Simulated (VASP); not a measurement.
```yaml
crystal:
  lattice:
    - [0.00000, 2.44832, 2.44832]
    - [2.44832, 0.00000, 2.44832]
    - [2.44832, 2.44832, 0.00000]
  atoms:
    - { symbol: Y, position: [0.00000, 0.00000, 0.00000] }
    - { symbol: N, position: [0.50000, 0.50000, 0.50000] }
```

The numbers are results of r2SCAN meta-GGA, VASP's PBE PAW potentials (set 64) (plane waves; VASP), not measurements. Numerical set-up: PREC = Normal, EDIFF = 1E-5, 450 eV cut-off, 10×10×10 Γ-centred mesh, Gaussian smearing of 0.050 eV, potentials Y_sv N.

Question: What does the run give for the energy per atom (σ→0), band gap (on the k-mesh) with the smallest direct gap where there is one?

Answer: 
| Item | Value |
|---|---|
| band gap (on the k-mesh) | 0.60 eV |
| smallest direct gap (on the k-mesh) | 1.00 eV |
| energy per atom (σ→0) | -16.719 eV/atom |

The compound is YN in the rock salt structure. It was relaxed first.
